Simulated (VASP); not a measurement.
Given:

```xyz
2
Lattice="0.0000 3.6140 3.6140 3.6140 0.0000 3.6140 3.6140 3.6140 0.0000" Properties=species:S:1:pos:R:3 pbc="T T T"
Ba     0.0000     0.0000     0.0000
Te     3.6140     3.6140     3.6140
```

The numbers are results of vdW-DF2, VASP's PBE PAW potentials (set 64) (plane waves; VASP), not measurements. Run with 520 eV cut-off, Gaussian smearing of 0.050 eV, potentials Ba_sv Te.

Unless said otherwise, spin-orbit coupling is left out, though it shifts the bands of the heavy elements here.

**Question.** Give the energies of bands 6 to 11 at the high-symmetry points, in eV from the valence-band maximum.

**Answer.** 
```tsv
band	Γ	X	U	L	W
6	0.00	-1.06	-1.12	-1.97	-1.11
7	0.00	-0.37	-0.98	-0.94	-0.86
8	0.00	-0.37	-0.67	-0.94	-0.86
9	2.57	1.68	2.60	4.15	3.42
10	2.89	4.21	4.67	4.42	3.42
11	2.89	4.26	4.79	4.54	4.53
```

The gap is indirect, 1.68 eV, from the valence maximum at Γ to the conduction minimum at X.

The compound is BaTe in the rock salt structure. It was relaxed first, which changed the volume by +10 %.
